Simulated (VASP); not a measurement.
Calculation: PBE GGA, VASP's PBE PAW potentials (set 64) (plane waves; VASP).

VASP input:

**KPOINTS**
```
Automatic mesh
0
Gamma
8 8 3
0 0 0
```

### POSCAR
```
Mg
1
    3.2235290000     0.0000000000     0.0000000000
   -1.6117650000     2.7916580000     0.0000000000
    0.0000000000     0.0000000000    10.4705470000
Mg
4
Direct
  0.0000000000   0.0000000000   0.0000000000
  0.0000000000   0.0000000000   0.5000000000
  0.3333330000   0.6666670000   0.2500000000
  0.6666670000   0.3333330000   0.7500000000
```

**INCAR**
```
SYSTEM=Mg
PREC=Accurate; ENCUT=300; LREAL=.FALSE.
LASPH=.TRUE.
EDIFF=1E-6; NELM=100; ALGO=Normal
ISMEAR=0; SIGMA=0.1
GGA=PE
ISIF=2
LWAVE=.FALSE.; LCHARG=.FALSE.
```

POTCAR, in this order: Mg (PBE.64 set). Program: vasp_std.

What does the run give for the energy per atom (σ→0), band gap (on the k-mesh)?

```json
{
  "energy per atom (σ→0)": "-1.513 eV/atom",
  "band gap (on the k-mesh)": "none (metal, semimetal or under 0.01 eV)"
}
```

File OSZICAR:
```
...
DAV:   4    -0.608019807746E+01   -0.15401E-03   -0.15400E-03   512   0.224E-01
DAV:   5    -0.608019862062E+01   -0.54316E-06   -0.54310E-06   440   0.780E-03    0.133E+00
DAV:   6    -0.606856323095E+01    0.11635E-01   -0.14248E-03   472   0.390E-01    0.854E-01
DAV:   7    -0.605390886749E+01    0.14654E-01   -0.56859E-03   368   0.685E-01    0.445E-02
DAV:   8    -0.605391804639E+01   -0.91789E-05   -0.34084E-05   552   0.463E-02    0.104E-02
DAV:   9    -0.605391339379E+01    0.46526E-05   -0.25529E-06   424   0.115E-02    0.835E-04
DAV:  10    -0.605391296218E+01    0.43161E-06   -0.27136E-08   304   0.110E-03
   1 F= -.60539130E+01 E0= -.60502241E+01  d E =-.737771E-02
```

The structure comes from a computed database's Mg entry; how it stands against other phases isn't given here. The cell was not relaxed at this level.
